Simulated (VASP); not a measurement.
VASP ran on this input.

INCAR:
```
SYSTEM = Au2Ir2
PREC = Accurate
ENCUT = 400
EDIFF = 1E-6
NELM = 100
ALGO = Normal
LREAL = .FALSE.
LASPH = .TRUE.
ISMEAR = 1
SIGMA = 0.1
GGA = PS
LMAXMIX = 6
LWAVE = .FALSE.
LCHARG = .FALSE.
IBRION = 2
ISIF = 3
NSW = 60
EDIFFG = -0.02
```

### KPOINTS
```
Automatic mesh
0
Gamma
12 12 3
0 0 0
```

**POSCAR**
```
Au2Ir2
1
   -0.0000000000     1.9655879619     1.9655879619
    1.9655879619    -0.0000000000     1.9655879619
    7.9544891598     7.9544891598    -0.0921373124
Ir Au
2 2
Direct
  0.9841655608   0.9841655608   0.0118758294
  0.0158344392   0.0158344392   0.2381241706
  0.0096659785   0.0096659785   0.4927505161
  0.9903340215   0.9903340215   0.7572494839
```

POTCAR, in this order: Ir Au (PBE.64 set). Program: vasp_std.

**Question.** Write an equivalent input for Ansatz.

**Answer.** One equivalent input (not run):
Ansatz 0.2 input:
```yaml
crystal:
  lattice:
    - [0.0000000, 1.9655880, 1.9655880]
    - [1.9655880, 0.0000000, 1.9655880]
    - [7.9544892, 7.9544892, -0.0921373]
  atoms:
    - { symbol: Ir, position: [0.9841656, 0.9841656, 0.0118758] }
    - { symbol: Ir, position: [0.0158344, 0.0158344, 0.2381242] }
    - { symbol: Au, position: [0.0096660, 0.0096660, 0.4927505] }
    - { symbol: Au, position: [0.9903340, 0.9903340, 0.7572495] }
kpoints:
  mp_grid: { grid: [12, 12, 3] }
hamiltonian:
  xc: pbesol
  pseudopotentials: { kind: paw }
scf:
  occupations: { method: methfessel_paxton, width: 0.1 }
  max_iter: 100
relax:
  max_steps: 60
  f_tol: 0.02
  cell: {}
output: { forces: true, stress: true, eigenvalues: true }
```
The two are equivalent in intent, not identical: each code has its own PAW files, so the cut-off isn't converted (ENCUT is set for VASP's; basis.ecutwfc is left out, and Ansatz then takes the one that its files recommend); Ansatz stops its SCF on the density residual and VASP on the energy change (EDIFF).

The structure was generated: Au2Ir2 was put into an ordered model structure (R-3m), which need not be its known phase. This run relaxes it. Symmetry was kept, so distortions that lower it aren't found. The start is the result of an earlier pass.
